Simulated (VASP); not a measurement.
# Ta2Si under strain, part 2 of 4

Aim: follow the pressure of Ta2Si through compression, expansion and shear. All runs use PBEsol. Left out of this account: 1 further run (fields: a reference on another mesh). The start is a computed cell from the Materials Project.

VASP 6.6.1; PBEsol; plane waves and PAW (Ta_pv, Si).

Still holding for the runs below: Spin-orbit coupling is off here; with elements this heavy it splits and shifts levels by tenths of an eV or more.

So far, pressure (GPa): step 2 (bands, cell as listed) -2.89.

### 3. Bands, volume times 1.04

The cell is expanded evenly, with fractional positions held.

Contents of INCAR:

```
SYSTEM = Ta2Si
PREC = Accurate
ENCUT = 400
EDIFF = 1E-06
NELM = 100
ISMEAR = -1
SIGMA = 0.05
LREAL = .FALSE.
ALGO = Normal
GGA = PS
NBANDS = 42
LASPH = .TRUE.
LORBIT = 11
LWAVE = .FALSE.
LCHARG = .FALSE.
KPAR = 4
```

Contents of POSCAR:

```
Ta2Si
1.0
   -3.1283960638      3.1283960638      2.5568508332
    3.1283960638     -3.1283960638      2.5568508332
    3.1283960638      3.1283960638     -2.5568508332
Ta Si
4 2
Direct
    0.6635932100      0.8364067900      0.5000000000
    0.8364067900      0.3364067900      0.1728135800
    0.3364067900      0.1635932100      0.5000000000
    0.1635932100      0.6635932100      0.8271864200
    0.2500000000      0.2500000000      0.0000000000
    0.7500000000      0.7500000000      0.0000000000
```

Contents of KPOINTS:

```
Automatic mesh
0
Gamma
8 8 8
0 0 0
```

Contents of KPOINTS_OPT:

```
Line mode
16
Line-mode
Reciprocal
  0.00000000   0.00000000   0.00000000 GAMMA
  0.00000000   0.00000000   0.50000000 X

  0.00000000   0.00000000   0.50000000 X
 -0.50000000   0.50000000   0.50000000 M

 -0.50000000   0.50000000   0.50000000 M
  0.00000000   0.00000000   0.00000000 GAMMA

  0.00000000   0.00000000   0.00000000 GAMMA
  0.41699649   0.41699649  -0.41699649 Z

  0.41699649   0.41699649  -0.41699649 Z
  0.25000000   0.25000000   0.25000000 P

  0.25000000   0.25000000   0.25000000 P
  0.00000000   0.50000000   0.00000000 N

  0.00000000   0.50000000   0.00000000 N
 -0.41699649   0.58300351   0.41699649 Z1

 -0.41699649   0.58300351   0.41699649 Z1
 -0.50000000   0.50000000   0.50000000 M

  0.00000000   0.00000000   0.50000000 X
  0.25000000   0.25000000   0.25000000 P
```

Potentials, in the order of the species: Ta_pv and Si (PBE family, release 64).

The run is started by

```sh
> mpirun -np 4 vasp_std
```

What it wrote:

```text
[banner, memory and clock lines left out]
running    4 mpi-ranks, on    1 nodes
 distrk:  each k-point on    1 cores,    4 groups
 distr:  one band on    1 cores,    1 groups

 POSCAR found type information on POSCAR TaSi
 POSCAR found :  2 types and       6 ions
 [... a notice as in an earlier step ...]

 LDA part: xc-table for (Slater+PW92), standard interpolation
 POSCAR, INCAR and KPOINTS ok, starting setup
 FFT: planning ... GRIDC
 FFT: planning ... GRID_SOFT
 FFT: planning ... GRID
 WAVECAR not read
 entering main loop
       N       E                     dE             d eps       ncg     rms          rms(c)
DAV:   1     0.403374545143E+03    0.40337E+03   -0.23235E+04  4964   0.102E+03
DAV:   2    -0.511525583944E+02   -0.45453E+03   -0.43818E+03  5504   0.334E+02
DAV:   3    -0.686083812962E+02   -0.17456E+02   -0.17053E+02  6306   0.631E+01
DAV:   4    -0.688561681003E+02   -0.24779E+00   -0.24650E+00  5984   0.740E+00
DAV:   5    -0.688591459717E+02   -0.29779E-02   -0.29765E-02  6126   0.822E-01    0.293E+01
DAV:   6    -0.656269667223E+02    0.32322E+01   -0.61529E+00  5924   0.120E+01    0.128E+01
DAV:   7    -0.651793424507E+02    0.44762E+00   -0.16031E+00  6262   0.575E+00    0.299E+00
DAV:   8    -0.651428221695E+02    0.36520E-01   -0.55062E-02  5844   0.922E-01    0.740E-01
DAV:   9    -0.651391920582E+02    0.36301E-02   -0.70054E-03  6120   0.348E-01    0.228E-01
DAV:  10    -0.651390107138E+02    0.18134E-03   -0.56335E-04  6014   0.134E-01    0.818E-02
DAV:  11    -0.651390106985E+02    0.15284E-07   -0.49470E-05  6056   0.346E-02    0.280E-02
DAV:  12    -0.651390093050E+02    0.13936E-05   -0.45007E-06  5422   0.109E-02    0.394E-03
DAV:  13    -0.651390093692E+02   -0.64249E-07   -0.96982E-07  3128   0.534E-03
   1 F= -.65139009E+02 E0= -.65123563E+02  d E =-.308932E-01
 Start KPOINTS_OPT (optional k-point list driver)
k-point batch [1-59\144]
       N       E                     dE             ncg
DAV:   1    -0.524185880843E+04   -0.49715E+05     4956
DAV:   2    -0.321378079726E+05   -0.26896E+05     5528
DAV:   3    -0.331677886669E+05   -0.10300E+04     6262
DAV:   4    -0.331829954744E+05   -0.15207E+02     5936
DAV:   5    -0.331832096562E+05   -0.21418E+00     6244
DAV:   6    -0.331832139840E+05   -0.43278E-02     5980
DAV:   7    -0.331832141071E+05   -0.12311E-03     6278
DAV:   8    -0.331832141106E+05   -0.35444E-05     4452
DAV:   9    -0.331832141110E+05   -0.40760E-06     3904
[...]
k-point batch [119-144\144]
       N       E                     dE             ncg
DAV:   1     0.396999960514E+05   -0.34920E+05     2192
DAV:   2     0.277868271799E+05   -0.11913E+05     2450
DAV:   3     0.273149658026E+05   -0.47186E+03     2702
DAV:   4     0.273075129149E+05   -0.74529E+01     2576
DAV:   5     0.273074082896E+05   -0.10463E+00     2816
DAV:   6     0.273074061761E+05   -0.21135E-02     2604
DAV:   7     0.273074061169E+05   -0.59192E-04     2824
DAV:   8     0.273074061152E+05   -0.16799E-05     1974
DAV:   9     0.273074061150E+05   -0.19115E-06     1808
```

The job ended after 88 s (4 MPI ranks of Intel Xeon 6975P-C (Granite Rapids), shared host; peak memory 1.4 GiB; 5.6 min of CPU time).

Parts of OUTCAR (step 3):

```text
  LATTYP: Found a body centered tetragonal cell.
 ALAT       =     6.2567921276
 C/A-ratio  =     0.8173040693

 Found     59 irreducible k-points:

   ENCUT  =  400.0 eV  29.40 Ry    5.42 a.u.   8.33  8.33  8.33*2*pi/ulx,y,z

   NELECT =      52.0000    total number of electrons

 E-fermi :   7.0537

 k-point     1 :       0.0000    0.0000    0.0000
  band No.  band energies     occupation
    ...
     20       4.5747      2.00000
     21       4.6351      2.00000
     22       4.6351      2.00000
     23       4.6951      2.00000
     24       5.0755      2.00000
     25       7.2390      0.04794
     26       7.2803      0.02128
     27       7.9264      0.00000
     28       8.2984      0.00000
     29       8.2984      0.00000
    ...

 k-point     2 :       0.1250    0.0000    0.0000
  band No.  band energies     occupation
    ...
     22       4.6984      2.00000
     23       4.7163      2.00000
     24       5.4718      2.00000
     25       6.8410      1.97195
     26       7.0944      0.61369
     27       7.7744      0.00000
     28       8.1333      0.00000
     29       8.3665      0.00000
     30       8.7119      0.00000
     31       8.7143      0.00000
    ...

  Total       -6.9585597     -6.9585597     -6.2698885      0.0000000     -0.0000000      0.0000000
  in kB     -111.3835604   -111.3835604   -100.3602089      0.0000000     -0.0000000      0.0000000
  external PRESSURE =    -107.7091099 kB  Pullay stress =       0.0000000 kB

  energy-cutoff  :      400.00
  volume of cell :      100.09
      direct lattice vectors                 reciprocal lattice vectors
    -3.128396064  3.128396064  2.556850833     0.000000000  0.159826310  0.195553058
     3.128396064 -3.128396064  2.556850833     0.159826310  0.000000000  0.195553058
     3.128396064  3.128396064 -2.556850833     0.159826310  0.159826310  0.000000000

 POSITION                                       TOTAL-FORCE (eV/Angst)
 -----------------------------------------------------------------------------------
      2.10483      1.02357      2.55685        -0.019127      0.019127      0.000000
     -1.02357      2.10483      2.55685        -0.019127     -0.019127     -0.000000
      1.02357      2.10483      0.00000         0.019127     -0.019127      0.000000
      4.15196      1.02357      0.00000         0.019127      0.019127      0.000000
      0.00000      0.00000      1.27843        -0.000000     -0.000000      0.000000
      0.00000      0.00000      3.83528        -0.000000     -0.000000      0.000000
 -----------------------------------------------------------------------------------
    total drift:                               -0.000000     -0.000000      0.000000

  FREE ENERGIE OF THE ION-ELECTRON SYSTEM (eV)
  ---------------------------------------------------
  free  energy   TOTEN  =       -65.1390093692 eV

  energy  without entropy=      -65.1081161964  energy(sigma->0) =      -65.12356278

 total charge
# of ion       s       p       d       tot
------------------------------------------
    1        0.310   6.179   2.313   8.802
    2        0.310   6.179   2.313   8.802
    3        0.310   6.179   2.313   8.802
    4        0.310   6.179   2.313   8.802
    5        0.735   0.980   0.000   1.715
    6        0.735   0.980   0.000   1.715
--------------------------------------------------
tot          2.711  26.674   9.250  38.636

[... 4 parts as in an earlier step ...]

[... 7 further parts left out ...]
```

Numbers from this step:

| Item | Value |
| --- | --- |
| free energy (TOTEN) | -65.1390 eV |
| energy at zero smearing | -65.1236 eV |
| Fermi energy | 7.054 eV |
| pressure | -10.77 GPa |

The electronic bands at the labelled points (eV, zero at the Fermi level; # counts the bands kept, so #1 is VASP's band 14):

| point | #10 | #11 | #12 | #13 | #14 | #15 | #16 | #17 |
| --- | --- | --- | --- | --- | --- | --- | --- | --- |
| Γ | -2.36 | -1.98 | 0.19 | 0.23 | 0.87 | 1.24 | 1.24 | 1.48 |
| 0.53 of the way | -2.24 | -2.10 | -0.10 | 0.30 | 0.32 | 0.50 | 0.61 | 2.23 |
| X | -1.87 | -1.45 | -0.16 | 0.01 | 0.08 | 0.62 | 1.26 | 1.72 |
| 0.53 of the way | -1.62 | -1.62 | -0.63 | -0.05 | 0.07 | 0.10 | 1.25 | 1.99 |
| M | -1.02 | -0.97 | -0.97 | -0.97 | -0.20 | 0.24 | 0.70 | 0.70 |
| 0.53 of the way | -2.12 | -2.00 | -0.53 | -0.21 | 0.49 | 0.60 | 0.61 | 2.41 |
| Γ | -2.36 | -1.98 | 0.19 | 0.23 | 0.87 | 1.24 | 1.24 | 1.48 |
| 0.47 of the way | -1.86 | -1.32 | -0.87 | -0.83 | 0.50 | 0.80 | 0.80 | 1.80 |
| Z | -1.05 | -0.91 | -0.91 | -0.64 | -0.30 | 0.42 | 0.42 | 0.90 |
| 0.47 of the way | -1.79 | -1.60 | -1.26 | -0.44 | 0.57 | 0.70 | 1.36 | 1.61 |
| P | -1.81 | -1.81 | -1.07 | -1.07 | 0.70 | 0.70 | 1.74 | 1.74 |
| 0.47 of the way | -1.80 | -1.80 | -1.10 | -1.10 | 0.71 | 0.71 | 1.81 | 1.81 |
| N | -1.86 | -1.86 | -1.07 | -1.07 | 0.67 | 0.67 | 1.78 | 1.78 |
| 0.47 of the way | -1.57 | -1.54 | -1.29 | -0.17 | 0.40 | 0.44 | 1.03 | 1.44 |
| Z1 | -1.05 | -0.91 | -0.91 | -0.64 | -0.30 | 0.42 | 0.42 | 0.90 |
| 0.47 of the way | -1.24 | -0.95 | -0.95 | -0.64 | -0.40 | 0.51 | 0.61 | 0.61 |
| M | -1.02 | -0.97 | -0.97 | -0.97 | -0.20 | 0.24 | 0.70 | 0.70 |
| jump to X | -1.87 | -1.45 | -0.16 | 0.01 | 0.08 | 0.62 | 1.26 | 1.72 |
| 0.47 of the way | -1.97 | -1.32 | -1.01 | -0.19 | 0.04 | 0.87 | 1.50 | 2.38 |
| P | -1.81 | -1.81 | -1.07 | -1.07 | 0.70 | 0.70 | 1.74 | 1.74 |

Of the projections kept (Ta, Si), the largest for each band there; the rest of the weight can lie on other orbitals:

| point | #10 | #11 | #12 | #13 | #14 | #15 | #16 | #17 |
| --- | --- | --- | --- | --- | --- | --- | --- | --- |
| Γ | Ta 1.00 | Ta 1.00 | Ta 1.00 | Ta 1.00 | Ta 1.00 | Ta 1.00 | Ta 1.00 | Ta 0.96 |
| X | Ta 0.97 | Ta 0.89 | Ta 0.98 | Ta 1.00 | Ta 0.99 | Ta 1.00 | Ta 0.99 | Ta 1.00 |
| M | Ta 1.00 | Ta 1.00 | Ta 0.96 | Ta 0.96 | Ta 1.00 | Ta 1.00 | Ta 0.90 | Ta 0.90 |
| Γ | Ta 1.00 | Ta 1.00 | Ta 1.00 | Ta 1.00 | Ta 1.00 | Ta 1.00 | Ta 1.00 | Ta 0.96 |
| Z | Ta 0.99 | Ta 0.97 | Ta 0.97 | Ta 1.00 | Ta 1.00 | Ta 0.90 | Ta 0.90 | Ta 1.00 |
| P | Ta 0.98 | Ta 0.98 | Ta 0.92 | Ta 0.92 | Ta 0.90 | Ta 0.90 | Ta 0.99 | Ta 0.99 |

 The pressure is -10.77 GPa.

Between step 2 and this run (cell volume +4.0 %) the value for the pressure moves from -2.89 GPa to -10.8 GPa.

### 4. Bands, volume times 1.08

The cell is expanded evenly, with fractional positions held.

INCAR is that of step 3.

POSCAR, as its differences from that of step 3:

```diff
@@ -2,5 +2,5 @@
 1.0
-   -3.1283960638      3.1283960638      2.5568508332
-    3.1283960638     -3.1283960638      2.5568508332
-    3.1283960638      3.1283960638     -2.5568508332
+   -3.1680002183      3.1680002183      2.5892194698
+    3.1680002183     -3.1680002183      2.5892194698
+    3.1680002183      3.1680002183     -2.5892194698
 Ta Si
```

KPOINTS is that of step 3.

KPOINTS_OPT is that of step 3.

The run is started by

```sh
> mpirun -np 4 vasp_std
```

What it wrote:

```text
[... set-up lines as in an earlier step ...]
 entering main loop
       N       E                     dE             d eps       ncg     rms          rms(c)
DAV:   1     0.401680827385E+03    0.40168E+03   -0.23020E+04  4972   0.101E+03
DAV:   2    -0.511342303670E+02   -0.45282E+03   -0.43664E+03  5560   0.331E+02
DAV:   3    -0.683931717692E+02   -0.17259E+02   -0.16864E+02  6346   0.623E+01
DAV:   4    -0.686398954679E+02   -0.24672E+00   -0.24562E+00  5980   0.740E+00
DAV:   5    -0.686430351640E+02   -0.31397E-02   -0.31376E-02  6200   0.831E-01    0.274E+01
DAV:   6    -0.652961921600E+02    0.33468E+01   -0.65255E+00  6008   0.122E+01    0.117E+01
DAV:   7    -0.648453321565E+02    0.45086E+00   -0.16163E+00  6272   0.566E+00    0.284E+00
DAV:   8    -0.648068195496E+02    0.38513E-01   -0.61846E-02  5842   0.962E-01    0.711E-01
DAV:   9    -0.648030665170E+02    0.37530E-02   -0.72319E-03  6160   0.349E-01    0.233E-01
DAV:  10    -0.648028627958E+02    0.20372E-03   -0.57198E-04  6056   0.136E-01    0.792E-02
DAV:  11    -0.648028631950E+02   -0.39924E-06   -0.47481E-05  6088   0.343E-02    0.264E-02
DAV:  12    -0.648028618851E+02    0.13099E-05   -0.42540E-06  5326   0.106E-02    0.406E-03
DAV:  13    -0.648028619060E+02   -0.20857E-07   -0.85270E-07  3136   0.490E-03
   1 F= -.64802862E+02 E0= -.64786469E+02  d E =-.327850E-01
 Start KPOINTS_OPT (optional k-point list driver)
k-point batch [1-59\144]
       N       E                     dE             ncg
DAV:   1    -0.619056213422E+04   -0.51045E+05     4964
DAV:   2    -0.331508059206E+05   -0.26960E+05     5540
DAV:   3    -0.342135427288E+05   -0.10627E+04     6404
DAV:   4    -0.342300532638E+05   -0.16511E+02     5870
DAV:   5    -0.342302959823E+05   -0.24272E+00     6276
DAV:   6    -0.342303010714E+05   -0.50892E-02     5932
DAV:   7    -0.342303012221E+05   -0.15064E-03     6328
DAV:   8    -0.342303012264E+05   -0.42908E-05     4484
DAV:   9    -0.342303012268E+05   -0.46502E-06     4000
[...]
k-point batch [119-144\144]
       N       E                     dE             ncg
DAV:   1     0.387069124506E+05   -0.34676E+05     2184
DAV:   2     0.269153227362E+05   -0.11792E+05     2468
DAV:   3     0.264489193372E+05   -0.46640E+03     2726
DAV:   4     0.264415453655E+05   -0.73740E+01     2600
DAV:   5     0.264414383558E+05   -0.10701E+00     2790
DAV:   6     0.264414360167E+05   -0.23391E-02     2654
DAV:   7     0.264414359459E+05   -0.70850E-04     2808
DAV:   8     0.264414359438E+05   -0.20432E-05     2124
DAV:   9     0.264414359436E+05   -0.19206E-06     1784
```

Run time: 86 s. Hardware: 4 MPI ranks; peak memory 1.5 GiB.

OUTCAR, selected parts (step 4):

```text
  LATTYP: Found a body centered tetragonal cell.
 ALAT       =     6.3360004366
 C/A-ratio  =     0.8173040692

 Found     59 irreducible k-points:

   ENCUT  =  400.0 eV  29.40 Ry    5.42 a.u.   8.44  8.44  8.44*2*pi/ulx,y,z

   NELECT =      52.0000    total number of electrons

 E-fermi :   6.7108

 k-point     1 :       0.0000    0.0000    0.0000
  band No.  band energies     occupation
    ...
     20       4.2672      2.00000
     21       4.3864      2.00000
     22       4.3864      2.00000
     23       4.4521      2.00000
     24       4.7732      2.00000
     25       6.9175      0.03149
     26       6.9330      0.02318
     27       7.5349      0.00000
     28       7.9061      0.00000
     29       7.9061      0.00000
    ...

 k-point     2 :       0.1250    0.0000   -0.0000
  band No.  band energies     occupation
    ...
     22       4.4572      2.00000
     23       4.4706      2.00000
     24       5.1652      2.00000
     25       6.5320      1.94547
     26       6.7564      0.57305
     27       7.3941      0.00000
     28       7.7507      0.00000
     29       7.9700      0.00000
     30       8.2951      0.00000
     31       8.2980      0.00000
    ...

  Total      -11.3954685    -11.3954685    -10.5998436      0.0000000      0.0000000      0.0000000
  in kB     -175.6481205   -175.6481205   -163.3844724      0.0000000      0.0000000      0.0000000
  external PRESSURE =    -171.5602378 kB  Pullay stress =       0.0000000 kB

  energy-cutoff  :      400.00
  volume of cell :      103.94
      direct lattice vectors                 reciprocal lattice vectors
    -3.168000218  3.168000218  2.589219470     0.000000000  0.157828272  0.193108389
     3.168000218 -3.168000218  2.589219470     0.157828272  0.000000000  0.193108389
     3.168000218  3.168000218 -2.589219470     0.157828272  0.157828272  0.000000000

 POSITION                                       TOTAL-FORCE (eV/Angst)
 -----------------------------------------------------------------------------------
      2.13147      1.03653      2.58922        -0.062282      0.062282     -0.000000
     -1.03653      2.13147      2.58922        -0.062282     -0.062282     -0.000000
      1.03653      2.13147      0.00000         0.062282     -0.062282      0.000000
      4.20453      1.03653      0.00000         0.062282      0.062282      0.000000
      0.00000      0.00000      1.29461        -0.000000     -0.000000     -0.000000
      0.00000      0.00000      3.88383        -0.000000     -0.000000     -0.000000
 -----------------------------------------------------------------------------------
    total drift:                               -0.000000     -0.000000      0.000000

  FREE ENERGIE OF THE ION-ELECTRON SYSTEM (eV)
  ---------------------------------------------------
  free  energy   TOTEN  =       -64.8028619060 eV

  energy  without entropy=      -64.7700768765  energy(sigma->0) =      -64.78646939

 total charge
# of ion       s       p       d       tot
------------------------------------------
    1        0.303   6.164   2.273   8.740
    2        0.303   6.164   2.273   8.740
    3        0.303   6.164   2.273   8.740
    4        0.303   6.164   2.273   8.740
    5        0.731   0.953   0.000   1.684
    6        0.731   0.953   0.000   1.684
--------------------------------------------------
tot          2.673  26.563   9.090  38.327

[... 4 parts as in an earlier step ...]

[... 7 further parts left out ...]
```

Numbers from this step:

* free energy (TOTEN): -64.8029 eV
* energy at zero smearing: -64.7865 eV
* Fermi energy: 6.711 eV
* pressure: -17.16 GPa

Electronic bands along the path, in eV, zero at the Fermi level; # counts the bands kept, so #1 is VASP's band 14:

| point | #10 | #11 | #12 | #13 | #14 | #15 | #16 | #17 |
| --- | --- | --- | --- | --- | --- | --- | --- | --- |
| Γ | -2.26 | -1.94 | 0.21 | 0.22 | 0.82 | 1.20 | 1.20 | 1.41 |
| 0.47 of the way | -2.19 | -2.07 | -0.14 | 0.34 | 0.38 | 0.55 | 0.63 | 1.98 |
| X | -1.79 | -1.43 | -0.13 | 0.01 | 0.09 | 0.62 | 1.20 | 1.66 |
| 0.53 of the way | -1.58 | -1.54 | -0.60 | -0.05 | 0.09 | 0.12 | 1.20 | 1.91 |
| M | -0.98 | -0.93 | -0.92 | -0.92 | -0.16 | 0.25 | 0.68 | 0.68 |
| 0.53 of the way | -2.05 | -1.90 | -0.50 | -0.19 | 0.48 | 0.58 | 0.60 | 2.30 |
| Γ | -2.26 | -1.94 | 0.21 | 0.22 | 0.82 | 1.20 | 1.20 | 1.41 |
| 0.47 of the way | -1.76 | -1.27 | -0.85 | -0.77 | 0.45 | 0.78 | 0.78 | 1.74 |
| Z | -0.98 | -0.86 | -0.86 | -0.58 | -0.32 | 0.42 | 0.42 | 0.88 |
| 0.53 of the way | -1.67 | -1.58 | -1.33 | -0.50 | 0.65 | 0.72 | 1.35 | 1.59 |
| P | -1.73 | -1.73 | -1.05 | -1.05 | 0.66 | 0.66 | 1.67 | 1.67 |
| 0.53 of the way | -1.73 | -1.73 | -1.08 | -1.08 | 0.69 | 0.69 | 1.74 | 1.74 |
| N | -1.78 | -1.78 | -1.06 | -1.06 | 0.66 | 0.66 | 1.70 | 1.70 |
| 0.47 of the way | -1.49 | -1.45 | -1.22 | -0.21 | 0.40 | 0.44 | 1.00 | 1.38 |
| Z1 | -0.98 | -0.86 | -0.86 | -0.58 | -0.32 | 0.42 | 0.42 | 0.88 |
| 0.53 of the way | -1.16 | -0.90 | -0.90 | -0.68 | -0.32 | 0.46 | 0.61 | 0.61 |
| M | -0.98 | -0.93 | -0.92 | -0.92 | -0.16 | 0.25 | 0.68 | 0.68 |
| jump to X | -1.79 | -1.43 | -0.13 | 0.01 | 0.09 | 0.62 | 1.20 | 1.66 |
| 0.53 of the way | -1.87 | -1.29 | -1.10 | -0.27 | 0.04 | 0.93 | 1.52 | 2.23 |
| P | -1.73 | -1.73 | -1.05 | -1.05 | 0.66 | 0.66 | 1.67 | 1.67 |

Of the projections kept (Ta, Si), the largest for each band there; the rest of the weight can lie on other orbitals:

| point | #10 | #11 | #12 | #13 | #14 | #15 | #16 | #17 |
| --- | --- | --- | --- | --- | --- | --- | --- | --- |
| Γ | Ta 1.00 | Ta 1.00 | Ta 1.00 | Ta 1.00 | Ta 1.00 | Ta 1.00 | Ta 1.00 | Ta 0.96 |
| X | Ta 0.99 | Ta 0.89 | Ta 0.98 | Ta 1.00 | Ta 1.00 | Ta 1.00 | Ta 0.99 | Ta 1.00 |
| M | Ta 1.00 | Ta 1.00 | Ta 0.96 | Ta 0.96 | Ta 1.00 | Ta 1.00 | Ta 0.91 | Ta 0.91 |
| Γ | Ta 1.00 | Ta 1.00 | Ta 1.00 | Ta 1.00 | Ta 1.00 | Ta 1.00 | Ta 1.00 | Ta 0.96 |
| Z | Ta 0.99 | Ta 0.97 | Ta 0.97 | Ta 1.00 | Ta 1.00 | Ta 0.90 | Ta 0.90 | Ta 1.00 |
| P | Ta 0.98 | Ta 0.98 | Ta 0.93 | Ta 0.93 | Ta 0.89 | Ta 0.89 | Ta 0.99 | Ta 0.99 |

Force by atom:

| atom | x (eV/Å) | y (eV/Å) | z (eV/Å) | size |
| --- | --- | --- | --- | --- |
| Ta1 | -0.0623 | 0.0623 | 0.0000 | 0.0881 |
| Ta2 | -0.0623 | -0.0623 | 0.0000 | 0.0881 |
| Ta3 | 0.0623 | -0.0623 | 0.0000 | 0.0881 |
| Ta4 | 0.0623 | 0.0623 | 0.0000 | 0.0881 |
| Si5 | 0.0000 | 0.0000 | 0.0000 | 0.0000 |
| Si6 | 0.0000 | 0.0000 | 0.0000 | 0.0000 |

 The pressure is -17.16 GPa.

Between step 2 and this run (cell volume +8.0 %) the value for the pressure moves from -2.89 GPa to -17.2 GPa.

(Continued in part 3 of 4.)

[Lines on the potential files, build, host, timing and source positions are cut from VASP's logs without a mark.]

[Logs are printed without paths, hosts, clocks, repeated set-up lines and the standing remarks that a program may print on its own settings, such as how far it seeks lower states.]

[Hosts, paths, dates, database ids (printed as entryN), source tags and the programs' standing remarks are cut or masked in the printed files.]

[A measured line is paired with the nearest computed mode of its activity, which favours agreement.]
